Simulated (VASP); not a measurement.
Given:

```
CELL_PARAMETERS angstrom
      2.72300     0.00000     0.00000
     -1.36150     2.35819     0.00000
      0.00000     0.00000     8.76128
ATOMIC_POSITIONS crystal
  Os 0.98712 0.98645 0.99974
  Os 0.03444 0.01692 0.49713
  Os 0.35163 0.67856 0.25261
  Os 0.62681 0.31807 0.75051
```

All values below come from PBE GGA, VASP's PBE PAW potentials (set 64) (plane waves; VASP). Run with 210 eV cut-off, 4×4×4 Γ-centred mesh shifted by (0.5, 0.5, 0.5), first-order Methfessel-Paxton smearing of 0.50 eV, potentials Os.

At this cut-off the stress carries a Pulay error, which pulls relaxed volumes low.

Task: The ions, cell shape and volume are relaxed. What does this cell relax into?

Result: 
```
CELL_PARAMETERS angstrom
      2.71321    -0.00017     0.00003
     -1.35675     2.34994    -0.00008
      0.00011    -0.00024     8.75590
ATOMIC_POSITIONS crystal
  Os 0.99977 0.99978 0.00002
  Os 0.00039 0.00023 0.49998
  Os 0.33302 0.66656 0.25000
  Os 0.66682 0.33344 0.75000
```
Space group P6_3/mmc (194), at a tolerance of 0.03 Å.

Task: How do energy and volume change from the first to the last step?

Result: The energy (σ→0) changes by -26.9 meV/atom and the volume by -0.8 %, in 19 ionic steps.

The structure was generated: Os was put into an ordered model structure, which need not be its known phase. In the starting cell atoms are displaced from their ideal sites. This run relaxes it. The k-mesh is coarse (spacing up to 0.67 per Å, 2π included), so the numbers may not be converged in it. The run is one of a series of settings (EDIFFG = -0.01, ENCUT = 210, IBRION = 2, ISIF = 3, ISMEAR = 1, NSW = 50, SIGMA = 0.5, KPOINTS 4×4×4 Γ-centred mesh shifted by (0.5, 0.5, 0.5) against the base run), some of them coarse on purpose. VASP warned that the highest band is occupied, so more bands are needed.
